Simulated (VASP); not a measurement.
CaO (rock salt): the lattice constant a from VASP (plane waves, PAW) at several levels of theory. Static lattice.

```csv
level,lattice constant a (Å),error against measurement
LDA,4.722,-1.2 %
PBE,4.842,+1.3 %
PBEsol,4.779,-0.0 %
RPBE,4.900,+2.5 %
AM05,4.792,+0.2 %
PBE-D3(BJ),4.795,+0.3 %
PBE-D4,4.811,+0.6 %
optB88-vdW,4.809,+0.6 %
rev-vdW-DF2,4.803,+0.5 %
revTPSS,4.831,+1.0 %
SCAN,4.798,+0.4 %
r2SCAN,4.812,+0.6 %
r2SCAN+rVV10,4.797,+0.3 %
```

Measured: 4.781 Å at 0 K (as given by Wei Chen et al., Physical Review Materials (2018), doi:10.1103/physrevmaterials.2.073803; zero-point anharmonic expansion removed).

The cell of the LDA run:

```cif
data_Ca4O4
_chemical_formula_sum 'Ca4 O4'
_space_group_name_H-M_alt 'Fm-3m'
_space_group_IT_number 225
_space_group_name_Hall '-F 4 2 3'
_cell_length_a 4.72174
_cell_length_b 4.72174
_cell_length_c 4.72174
_cell_angle_alpha 90.000
_cell_angle_beta 90.000
_cell_angle_gamma 90.000
loop_
_atom_site_label
_atom_site_type_symbol
_atom_site_symmetry_multiplicity
_atom_site_Wyckoff_symbol
_atom_site_fract_x
_atom_site_fract_y
_atom_site_fract_z
_atom_site_occupancy
Ca1 Ca 4 a 0.00000 0.00000 0.00000 1
O1 O 4 b 0.50000 0.50000 0.50000 1
```
(The calculation used a cell of 2 atoms; values per cell refer to that cell.)

Only levels that ran to the end are used. Left out are those held back, those with too coarse a band path, GW runs whose mesh misses a band edge, hybrids' fits of cells that aren't cubic and levels without matching references; a question may draw on a part of the rest.

The compound is CaO in the rock salt structure.
